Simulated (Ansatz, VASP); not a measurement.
**Cross-check of K between VASP and Ansatz**

Aim: how closely do two programs agree when they are given the same cell, functional and k mesh? The cell is a member of a volume series, scaled by 1.08 from a relaxed one, so a pressure remains.

Method: plane waves, with VASP 6.6.1 beside it; single point at PBEsol, in Ansatz 0.2.0.

## Step 1: Set-up

Symmetry: Im-3m, No. 229, cubic system. Conventional cell: a = 5.345 Å, b = 5.345 Å, c = 5.345 Å, α = 90.00°, β = 90.00°, γ = 90.00°. Nearest to K lie 8 K at 4.63 Å.

## Step 2: VASP: single point, PBEsol, volume scaled by 1.08

A single point gives forces, pressure and levels at one fixed geometry, so differences don't come from the geometry; what else differs is listed under the comparison.

Lines of VASP's logs that name or quote its potential files are left out, and so is its time.

The input asks for a relaxation, which ended at its first step since no free force or stress exceeded the threshold; so it serves as a single point.

File INCAR:

```
SYSTEM = K
PREC = Accurate
ENCUT = 400
EDIFF = 1E-08
NELM = 100
ISMEAR = 1
SIGMA = 0.15
LREAL = .FALSE.
ALGO = Normal
GGA = PS
NBANDS = 10
LORBIT = 11
LWAVE = .FALSE.
LCHARG = .FALSE.
KPAR = 12
IBRION = 2
NSW = 30
ISIF = 4
EDIFFG = -0.002
```

File POSCAR:

```
K
1.0
   -2.6726225302      2.6726225302      2.6726225302
    2.6726225302     -2.6726225302      2.6726225302
    2.6726225302      2.6726225302     -2.6726225302
K
1
Direct
    0.0000000000      0.0000000000      0.0000000000
```

File KPOINTS:

```
Automatic mesh
0
Gamma
9 9 9
0 0 0
```

The projector-augmented-wave data sets are K_sv (PBE family, release 64).

Started as:

```bash
> mpirun -np 12 vasp_std
```

Numbers of over 12 decimals in the logs are rounded to 6 here.

The log of the run:

```text
[banner, memory and clock lines left out]
running   12 mpi-ranks, on    1 nodes
 distrk:  each k-point on    1 cores,   12 groups
 distr:  one band on    1 cores,    1 groups

 POSCAR found type information on POSCAR K
 POSCAR found :  1 types and       1 ions
|                                                                             |
|           W    W    AA    RRRRR   N    N  II  N    N   GGGG   !!!           |
|           W    W   A  A   R    R  NN   N  II  NN   N  G    G  !!!           |
|           W    W  A    A  R    R  N N  N  II  N N  N  G       !!!           |
|           W WW W  AAAAAA  RRRRR   N  N N  II  N  N N  G  GGG   !            |
|           WW  WW  A    A  R   R   N   NN  II  N   NN  G    G                |
|           W    W  A    A  R    R  N    N  II  N    N   GGGG   !!!           |
|                                                                             |
|     For optimal performance we recommend to set                             |
|       NCORE = 2 up to number-of-cores-per-socket                            |
|     NCORE specifies how many cores store one orbital (NPAR=cpu/NCORE).      |
|     This setting can greatly improve the performance of VASP for DFT.       |
|     The default, NCORE=1 might be grossly inefficient on modern             |
|     multi-core architectures or massively parallel machines. Do your        |
|     Unfortunately you need to use the default for GW and RPA                |
|     calculations (for HF NCORE is supported but not extensively tested      |
|     yet).                                                                   |
|                                                                             |

|                                                                             |
|               ----> ADVICE to this user running VASP <----                  |
|                                                                             |
|     You enforced a specific xc type in the INCAR file but a different       |
|     [... a line on the potential file left out ...]
|     I HOPE YOU KNOW WHAT YOU ARE DOING!                                     |
|                                                                             |

 LDA part: xc-table for (Slater+PW92), standard interpolation
 POSCAR, INCAR and KPOINTS ok, starting setup
 FFT: planning ... GRIDC
 FFT: planning ... GRID_SOFT
 FFT: planning ... GRID
 WAVECAR not read
 entering main loop
       N       E                     dE             d eps       ncg     rms          rms(c)
DAV:   1     0.359651199601E+02    0.35965E+02   -0.31197E+03   700   0.551E+02
DAV:   2    -0.753231616168E-01   -0.36040E+02   -0.35686E+02   762   0.171E+02
DAV:   3    -0.111702575831E+01   -0.10417E+01   -0.10405E+01  1114   0.230E+01
DAV:   4    -0.113355312272E+01   -0.16527E-01   -0.16526E-01   946   0.289E+00
DAV:   5    -0.113401086466E+01   -0.45774E-03   -0.45772E-03  1128   0.296E-01    0.185E+00
DAV:   6    -0.113242229078E+01    0.15886E-02   -0.31028E-03  1042   0.370E-01    0.120E+00
DAV:   7    -0.113206935218E+01    0.35294E-03   -0.57719E-03  1044   0.469E-01    0.846E-02
DAV:   8    -0.113208888415E+01   -0.19532E-04   -0.38844E-04   962   0.216E-01    0.277E-02
DAV:   9    -0.113210422141E+01   -0.15337E-04   -0.20038E-05   902   0.345E-02    0.162E-02
DAV:  10    -0.113210350003E+01    0.72137E-06   -0.33393E-06  1012   0.137E-02    0.244E-03
DAV:  11    -0.113210322000E+01    0.28004E-06   -0.91175E-08   872   0.273E-03    0.354E-04
DAV:  12    -0.113210326842E+01   -0.48428E-07   -0.21869E-09   690   0.313E-04    0.494E-05
DAV:  13    -0.113210328521E+01   -0.16789E-07   -0.46546E-10   486   0.152E-04    0.423E-05
DAV:  14    -0.113210327826E+01    0.69575E-08   -0.97154E-11   450   0.675E-05
   1 F= -.11321033E+01 E0= -.11321409E+01  d E =-.113210E+01
 curvature:   0.00 expect dE= 0.000E+00 dE for cont linesearch  0.000E+00
 trial: gam= 0.00000 g(F)=  0.657E-62 g(S)=  0.913E-34 ort = 0.000E+00 (trialstep = 0.100E+01)
 search vector abs. value=  0.100E-09
 reached required accuracy - stopping structural energy minimisation
```

From OUTCAR (step 2):

```text
ion  position               nearest neighbor table
   1  0.000  0.000  0.000-

  LATTYP: Found a body centered cubic cell.
 ALAT       =     5.3452450604

 Subroutine GETGRP returns: Found 48 space group operations
 (whereof 48 operations were pure point group operations)

The static configuration has the point symmetry O_h .

 Found     35 irreducible k-points:

   k-points           NKPTS =     35   k-points in BZ     NKDIM =     35   number of bands    NBANDS=     10

   dimension x,y,z NGX =    30 NGY =   30 NGZ =   30
   dimension x,y,z NGXF=    60 NGYF=   60 NGZF=   60

   ENCUT  =  400.0 eV  29.40 Ry    5.42 a.u.   7.55  7.55  7.55*2*pi/ulx,y,z

   NELECT =       9.0000    total number of electrons

 k-points in reciprocal lattice and weights: Automatic mesh
   0.00000000  0.00000000  0.00000000       0.001
   0.11111111  0.00000000  0.00000000       0.016
   0.22222222  0.00000000  0.00000000       0.016
   0.33333333  0.00000000  0.00000000       0.016
   0.44444444  0.00000000  0.00000000       0.016
   0.11111111  0.11111111  0.00000000       0.033
   0.22222222  0.11111111 -0.00000000       0.066
   0.33333333  0.11111111  0.00000000       0.066
   0.44444444  0.11111111 -0.00000000       0.033
[...]
-0.44444444 -0.44444444  0.33333333       0.011
  -0.44444444  0.44444444  0.44444444       0.008

 average (electrostatic) potential at core
       1 -39.4838

 E-fermi :  -0.2323

 k-point     1 :       0.0000    0.0000    0.0000
  band No.  band energies     occupation
      1     -32.2645      2.00000
      2     -15.7760      2.00000
      3     -15.7760      2.00000
      4     -15.7760      2.00000
      5      -2.3499      2.00000
      6       4.0139      0.00000
      7       4.0139      0.00000
      8       4.0139      0.00000
      9       4.9103      0.00000
     10       4.9103      0.00000

 k-point     2 :       0.1111    0.0000    0.0000
  band No.  band energies     occupation
      1     -32.2641      2.00000
      2     -15.7831      2.00000
      3     -15.7784      2.00000
      4     -15.7760      2.00000
      5      -2.2013      2.00000
      6       3.7587      0.00000
      7       3.8250      0.00000
      8       4.1299      0.00000
      9       4.6985      0.00000
     10       4.8723      0.00000

 k-point     3 :       0.2222    0.0000    0.0000
  band No.  band energies     occupation
      1     -32.2630      2.00000
      2     -15.8010      2.00000
      3     -15.7844      2.00000
      4     -15.7759      2.00000
      5      -1.7664      2.00000
      6       2.9130      0.00000
      7       3.4461      0.00000
      8       4.4720      0.00000
      9       4.7035      0.00000
     10       4.8454      0.00000

  Total       -0.1201606     -0.1201606     -0.1201606      0.0000000      0.0000000     -0.0000000
  in kB       -2.5211563     -2.5211563     -2.5211563      0.0000000      0.0000000     -0.0000000
  external PRESSURE =      -2.5211563 kB  Pullay stress =       0.0000000 kB

  energy-cutoff  :      400.00
  volume of cell :       76.36
      direct lattice vectors                 reciprocal lattice vectors
    -2.672622530  2.672622530  2.672622530     0.000000000  0.187082162  0.187082162
     2.672622530 -2.672622530  2.672622530     0.187082162  0.000000000  0.187082162
     2.672622530  2.672622530 -2.672622530     0.187082162  0.187082162  0.000000000

 POSITION                                       TOTAL-FORCE (eV/Angst)
 -----------------------------------------------------------------------------------
      0.00000      0.00000      0.00000        -0.000000      0.000000     -0.000000
 -----------------------------------------------------------------------------------
    total drift:                               -0.000000     -0.000000      0.000000

  FREE ENERGIE OF THE ION-ELECTRON SYSTEM (eV)
  ---------------------------------------------------
  free  energy   TOTEN  =        -1.1321032783 eV

  energy  without entropy=       -1.1322162473  energy(sigma->0) =       -1.13214093

 reached required accuracy - stopping structural energy minimisation

 total charge
# of ion       s       p       d       tot
------------------------------------------
    1        1.978   5.544   0.004   7.527

[... 3 further parts left out ...]
```

## Step 3: Ansatz: single point, PBEsol, volume scaled by 1.08

Ansatz runs on its default PAW (the set named soft_2) files.

The same cell, functional, mesh and smearing now go to Ansatz, which takes its cutoff from its data sets.

File input.yaml:

```yaml
crystal:
  lattice:
    - [-2.67262253, 2.67262253, 2.67262253]
    - [2.67262253, -2.67262253, 2.67262253]
    - [2.67262253, 2.67262253, -2.67262253]
  atoms:
    - { symbol: K, position: [0.0, 0.0, 0.0] }
hamiltonian:
  xc: pbesol
  pseudopotentials: { kind: paw }
kpoints:
  mp_grid: { grid: [9, 9, 9] }
scf:
  occupations: { method: methfessel_paxton, width: 0.15 }
  n_extra_bands: 4
output:
  forces: true
  stress: true
  eigenvalues: true
```

Started as:

```bash
> ansatz run input.yaml --threads 2 --pin off --max-ram 4608MiB --backend cpu --events-out ev --progress --plain --runs-dir out
```

The log of the run:

```text
scf.n_extra_bands = 4 over 5 filled bands (N_el = 9.0): the run solves 9 bands
Engine: ansatz 0.2.0, aarch64-unknown-linux-gnu
Pseudopotentials: kind: paw
Pseudopotential: K, paw, valence charge 9, recommended cutoff 420 eV (normal), K.paw.azcp
Functional definition: PBEsol
  exchange = pbesol_x
  correlation = pbesol_c
Crystal: 1 atoms, lattice volume = 76.361 Å³
Basis set: ecut = 420 eV, 1481 PW (Γ), exchange–correlation on 64×64×64 points (8 copies of the dense FFT grid, shifted against one another)
Bands: 9, of which v1, the nominal top of the filled ones, is band 5 counted from 1 (4 counted from 0)
Symmetry: 48 space group operations
Space group: Im-3m (ITA 229), of the structure as read, at distance tolerance 4.2e-5 Å
k-points: 35 of 729
Non-local potential: K, projectors of the file, l = 0: 3, l = 1: 2, l = 2: 2
PAW form: soft (Blöchl's): semilocal exchange-correlation on the pseudo side does not see the compensation charge
PAW frozen core: K, regenerated for the run's functional, and the local potential with it (the file was generated under x = pbe(κ = 0.804, μ = 0.219515), c = pbe(β = 0.066725))
PAW one-centre angular grid: K, 110 points (default); XC on 64 Gauss nodes
Initial density: superposition of atomic densities (neutral atoms: chi_scale 0, normalization atom), corrected by the library's trained network
Initial wavefunctions: pseudopotential atomic-orbital guess
Functional: x = pbesol(κ = 0.804, μ = 0.123457), c = pbesol(β = 0.046)
SCF iter   1: F=—  HF=-1516.027106 eV  |F-HF|=—  |Δ(HF+E_count)|=         —  Δρ=1.17e-3  dr2=5.29e-4  ethr=1.77e-3  ⟨swp⟩=5.1  Hψ=2265  notcnv=0
preconditioner: auto → none  [insulator: Δε(μ)=0.109 eV  Ē_g=4.000 eV  σ=0.150 eV  W_gap=0.56  n_scr=12 (ndim 8)  ℏωp=4.2 eV  f_vac=0.000  D(μ)=0.65/eV (n_scr^D=0)  ε∞_Penn≈2.1]
SCF iter   2: F=—  HF=-1516.026723 eV  |F-HF|=—  |Δ(HF+E_count)|=   3.83e-4  S|Δr|=    0.00e0  Δρ=4.39e-4  dr2=3.24e-5  ethr=5.87e-6  ⟨swp⟩=2.2  Hψ=739  notcnv=0
SCF iter   3: F=—  HF=-1516.026758 eV  |F-HF|=—  |Δ(HF+E_count)|=   3.54e-5  S|Δr|=    0.00e0  Δρ=2.07e-4  dr2=7.03e-6  ethr=3.60e-7  ⟨swp⟩=2.4  Hψ=445  notcnv=0
SCF iter   4: F=-1516.026771 eV  HF=-1516.026771 eV  |F-HF|=3.22e-8  |Δ(HF+E_count)|=   1.27e-5  S|Δr|=    0.00e0  Δρ=1.11e-5  dr2=6.54e-8  ethr=1.11e-9  ⟨swp⟩=3.9  Hψ=1844  notcnv=0
SCF 1 converged in 4 iterations: F = -1516.026771 eV  dr2 = 6.54e-8
  greatest PAW one-centre occupation: 0.987 electrons in one spin orbital (limit 2), on the K atom at site 0 (counted from 0), in its partial waves of l = 0
SCF converged after 4 iterations
Stability not checked: this state was not tested for a lower state beside it, because cold or Methfessel-Paxton smearing, or corrected tetrahedra, fill the levels in a way that the test cannot read (fill_not_monotonic; see scf.lower_state_search)
Free energy (F): -1516.026771 eV
Harris-Foulkes:  -1516.026771 eV  (|F-HF|=3.22e-8)
Internal energy: -1516.026887 eV  (E = F + TS)
E sigma→0 (E₀):  -1516.026800 eV
Entropy (-TS):   0.000116 eV (0.116 meV/atom)
Fermi energy:    1.577230 eV
--- Per-component energies (eV) ---
  E_band       = -144.097398
  E_kinetic    = 251.788505
  E_local      = -763.209428  (includes V_loc(G=0)·N_el)
  E_nonlocal   = 13.780384
  E_hartree    = 272.240452
  E_xc         = -131.884874
  E_vxc        = -161.549979  (∫ρ·V_xc dr)
  E_paw        = -761.796228  (= ΣΔE_a)
  E_vpaw       = -29.394323  (= ΣTr[D̂ρ^β])
  E_aug_tail   = -0.000003  (compensation charges beyond the density's cutoff)
  E_ewald      = -397.053582
  E_core_change = 0.107885  (= ΣΔE_core)
  E_smearing   = 0.000116  (= −TS)
  E_closure    = -0.000000  (closes the sum)
  Σ components = -1516.026771   (vs F -1516.026771, Δ=0.00e0)
--- Forces (eV/Å), atoms counted from 1 ---
  atom   1  K     -0.00000000     0.00000000     0.00000000
  max |Σ_I F_I| component: 3.03e-32 eV/Å
--- Stress (GPa, compression-positive) ---
       -0.247000      -0.000000      -0.000000
       -0.000000      -0.247000      -0.000000
        0.000000      -0.000000      -0.247000
  P = ⅓ Tr σ = -0.2470 GPa (-2.470 kbar)
--- Band table (eV; the first three rows and the last of 35) ---
  k-point 0: bands = ["-30.4531", "-13.9680", "-13.9680", "-13.9680", "-0.5393", "5.8152", "5.8152", "5.8152", "6.6994"]
  k-point 1: bands = ["-30.4527", "-13.9751", "-13.9703", "-13.9679", "-0.3907", "5.5628", "5.6284", "5.9299", "6.4918"]
  k-point 2: bands = ["-30.4517", "-13.9929", "-13.9764", "-13.9679", "0.0438", "4.7214", "5.2526", "6.2678", "6.4959"]
  k-point 34: bands = ["-30.4470", "-14.0112", "-14.0101", "-14.0101", "3.0567", "3.3181", "4.9203", "4.9203", "4.9216"]
```

Run time: 1.4 s. Hardware: 2 threads of Arm Neoverse N1, shared host; peak memory 0.27 GiB.

The column dr2 measures how far the density is from self-consistency, as an energy; F and HF (Harris–Foulkes) agree once it is small.

The run ends at a pressure of -0.25 GPa.

## Step 4: Comparison

Known differences besides the potentials themselves: the cutoff is 420 eV in Ansatz and 400 eV in VASP; Ansatz makes its cores anew for this functional, VASP keeps those of its PBE data sets; VASP leaves aspherical gradient terms in its spheres out (LASPH is not set), Ansatz keeps them. Total energies have different zeros and are not compared.

Compared:

| quantity | Ansatz | VASP | difference |
| --- | --- | --- | --- |
| pressure (GPa) | -0.25 | -0.25 | +0.01 |

## Step 5: Summary of results

| Item | Value |
| --- | --- |
| difference in pressure (single point, PBEsol, volume scaled by 1.08) | 0.0051 GPa |

In words: The difference in pressure is 0.0051 GPa (single point, PBEsol, volume scaled by 1.08), within the 1 GPa picked in this series as the mark of a large difference. Such differences can come from data sets, numerical settings and the points named under the comparisons, not from the functional's error against experiment.

[Lines on the potential files, build, host, timing and source positions are cut from VASP's logs without a mark.]

[Logs are printed without paths, hosts, clocks, repeated set-up lines and the standing remarks that a program may print on its own settings, such as how far it seeks lower states.]

[Hosts, paths, dates, database ids (printed as entryN), source tags and the programs' standing remarks are cut or masked in the printed files.]
